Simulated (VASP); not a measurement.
# Ni (Fm-3m) in VASP: notebook, part 2 of 2

VASP 6.6.1. Earlier steps stand in the parts before.

## Step 5: Single point, PBE, collinear spin, ferromagnetic start

INCAR reads:

```
ALGO = Fast
EDIFF = 1E-7
ENCUT = 520
GGA = PE
ISIF = 2
ISMEAR = 0
ISPIN = 2
LASPH = T
LCHARG = F
LMAXMIX = 4
LORBIT = 11
LREAL = F
LWAVE = F
MAGMOM = 0.8
NELM = 120
PREC = Accurate
SIGMA = 0.1
```

KPOINTS reads:

```
k-points
0
Gamma
  12 12 12
```

POSCAR reads:

```
Ni
1.0
    0.0000000000      1.7619350000      1.7619350000
    1.7619350000      0.0000000000      1.7619350000
    1.7619350000      1.7619350000      0.0000000000
Ni
1
Direct
    0.0000000000      0.0000000000      0.0000000000
```

Potentials or basis: VASP PAW PBE potentials, release 64 (Ni).

Command:

```console
cat potpaw_PBE.64/Ni/POTCAR > POTCAR
mpirun -np 1 vasp_std > vasp.out
```

OUTCAR:

```text
EDIFF = 1E-7
   ENCUT = 520
   GGA = PE
   ISIF = 2
   ISMEAR = 0
   ISPIN = 2
   LASPH = T
   LORBIT = 11
   LREAL = F
   NELM = 120
   PREC = Accurate

 ion  position               nearest neighbor table
   1  0.000  0.000  0.000-

  LATTYP: Found a face centered cubic cell.
 ALAT       =     3.5238700000

  Lattice vectors:

 A1 = (   0.0000000000,   1.7619350000,   1.7619350000)
 A2 = (   1.7619350000,   0.0000000000,   1.7619350000)
 A3 = (   1.7619350000,   1.7619350000,   0.0000000000)

Analysis of symmetry for initial positions (statically):
=====================================================================
 Subroutine PRICEL returns:
 Original cell was already a primitive cell.

 Routine SETGRP: Setting up the symmetry group for a
 face centered cubic supercell.

 Subroutine GETGRP returns: Found 48 space group operations
 (whereof 48 operations were pure point group operations)
 out of a pool of 48 trial point group operations.

The static configuration has the point symmetry O_h .

Analysis of symmetry for dynamics (positions and initial velocities):
=====================================================================
[... 475 lines left out ...]
      1       0.2924      1.00000
      2       7.6519      1.00000
      3       7.6519      1.00000
      4       7.6519      1.00000
      5       8.6463      1.00000
      6       8.6463      1.00000
      7      32.8076      0.00000
      8      36.7781      0.00000
      9      36.7781      0.00000
[... 265 lines left out ...]
 k-point    24 :      -0.4167    0.1667    0.0000
  band No.  band energies     occupation
      1       5.5181      1.00000
      2       6.9679      1.00000
      3       7.6406      1.00000
      4       7.9002      1.00000
      5       9.3459      0.24656
      6      11.7961      0.00000
      7      15.7805      0.00000
      8      26.0553      0.00000
      9      30.8111      0.00000

 [... further k-points ...]
[... 5 lines left out ...]
  --------------------------------------------------------------------------------------
  -------------------------------------------------------------------------------------
  Total       -0.0374414     -0.0374414     -0.0374414     -0.0000000      0.0000000      0.0000000
  in kB       -5.4835623     -5.4835623     -5.4835623     -0.0000000      0.0000000      0.0000000
  external PRESSURE =      -5.4835623 kB  Pullay stress =       0.0000000 kB

 VOLUME and BASIS-vectors are now :
 -----------------------------------------------------------------------------
  energy-cutoff  :      520.00
  volume of cell :       10.94
      direct lattice vectors                 reciprocal lattice vectors
     0.000000000  1.761935000  1.761935000    -0.283778914  0.283778914  0.283778914
     1.761935000  0.000000000  1.761935000     0.283778914 -0.283778914  0.283778914
     1.761935000  1.761935000  0.000000000     0.283778914  0.283778914 -0.283778914

 POSITION                                       TOTAL-FORCE (eV/Angst)
 -----------------------------------------------------------------------------------
      0.00000      0.00000      0.00000        -0.000000     -0.000000     -0.000000
 -----------------------------------------------------------------------------------
    total drift:                                0.000000     -0.000000      0.000000

  FREE ENERGIE OF THE ION-ELECTRON SYSTEM (eV)
  ---------------------------------------------------
  free  energy   TOTEN  =        -5.4736525310 eV

  energy  without entropy=       -5.4650619418  energy(sigma->0) =       -5.46935724

 total charge

# of ion       s       p       d       tot
------------------------------------------
    1        0.497   0.495   8.307   9.299

 magnetization (x)

# of ion       s       p       d       tot
------------------------------------------
    1       -0.006  -0.026   0.727   0.695
```

OSZICAR:

```text
N       E                     dE             d eps       ncg     rms          rms(c)
DAV:   1     0.229515281580E+02    0.22952E+02   -0.48480E+03  2672   0.143E+03
DAV:   2    -0.606275662694E+01   -0.29014E+02   -0.28052E+02  2617   0.165E+02
DAV:   3    -0.650183279224E+01   -0.43908E+00   -0.43849E+00  3046   0.272E+01
DAV:   4    -0.650586792061E+01   -0.40351E-02   -0.40346E-02  3045   0.225E+00
DAV:   5    -0.650597437202E+01   -0.10645E-03   -0.10645E-03  2994   0.315E-01    0.998E+00
RMM:   6    -0.580378715839E+01    0.70219E+00   -0.50040E+00  2999   0.398E+01    0.658E+00
RMM:   7    -0.549415367831E+01    0.30963E+00   -0.82327E-01  2956   0.169E+01    0.216E+00
RMM:   8    -0.547615341924E+01    0.18000E-01   -0.11594E-02  3404   0.128E+00    0.989E-01
RMM:   9    -0.547415589609E+01    0.19975E-02   -0.15406E-03  3313   0.517E-01    0.212E-01
RMM:  10    -0.547366273968E+01    0.49316E-03   -0.31214E-04  3169   0.309E-01    0.458E-02
RMM:  11    -0.547365011560E+01    0.12624E-04   -0.90206E-05  3440   0.106E-01    0.336E-02
RMM:  12    -0.547365282298E+01   -0.27074E-05   -0.14746E-05  3536   0.402E-02    0.162E-02
RMM:  13    -0.547365258007E+01    0.24291E-06   -0.20803E-06  3468   0.148E-02    0.324E-03
RMM:  14    -0.547365253097E+01    0.49100E-07   -0.31339E-07  2322   0.637E-03
   1 F= -.54736525E+01 E0= -.54693572E+01  d E =-.859059E-02  mag=     0.6821
```

stdout:

```text
POSCAR found type information on POSCAR Ni
 POSCAR found :  1 types and       1 ions
 scaLAPACK will be used
 LDA part: xc-table for (Slater+PW92), standard interpolation
 POSCAR, INCAR and KPOINTS ok, starting setup
 FFT: planning ... GRIDC
 FFT: planning ... GRID_SOFT
 FFT: planning ... GRID
 WAVECAR not read
 entering main loop
```

Run time: 16 s. Hardware: 1 thread of Intel Xeon Platinum 8259CL at 2.50GHz (Skylake/Cascade Lake), shared host; peak memory 0.13 GiB.

Results:

```yaml
Free_energy: -5.4737 eV
Pressure: -0.5 GPa
Band_gap_on_the_k_mesh: none (metal or under the smearing width)
Net_moment: 0.68 μB per cell
Site_moments: Ni +0.69 μB
Valence_electrons_inside_the_program's_atomic_spheres: Ni 9.30
```

Levels at points of the mesh, in eV from the Fermi level:
Spin up:
```tsv
k point	band 3	band 4	band 5	band 6	band 7	band 8
(0.00, 0.00, 0.00)	-2.46	-2.46	-1.29	-1.29	23.68	27.49
(0.50, 0.00, 0.00)	-2.44	-0.65	-0.65	-0.28	5.60	22.18
(0.50, 0.50, 0.00)	-0.59	-0.53	-0.53	2.45	9.16	14.77
```
Spin down:
```tsv
k point	band 2	band 3	band 4	band 5	band 6	band 7
(0.00, 0.00, 0.00)	-1.65	-1.65	-1.65	-0.65	-0.65	23.51
(0.50, 0.00, 0.00)	-1.77	-1.77	-0.34	0.17	0.17	6.06
(0.50, 0.50, 0.00)	-3.53	0.08	0.41	0.41	2.40	9.42
```

## Step 6: Overview

```tsv
k mesh	mesh quality	gap on the mesh (eV)	pressure (GPa)	moment (μB)
4 × 4 × 4	coarse	none	-4.2	0.59
8 × 8 × 8	coarse	none	-0.7	0.70
10 × 10 × 10	not flagged	none	-0.4	0.72
12 × 12 × 12	not flagged	none	-0.5	0.68
```

Alike in all rows: task single point; level PBE; potentials or basis VASP PAW PBE potentials, release 64 (Ni); spin collinear, ferromagnetic start; cell as given; cutoff (eV) 520; smearing gaussian 0.1 eV.

Caveats: some runs use coarse meshes.

Total energies depend on the potentials used, so only differences within one code and one set of settings carry meaning.
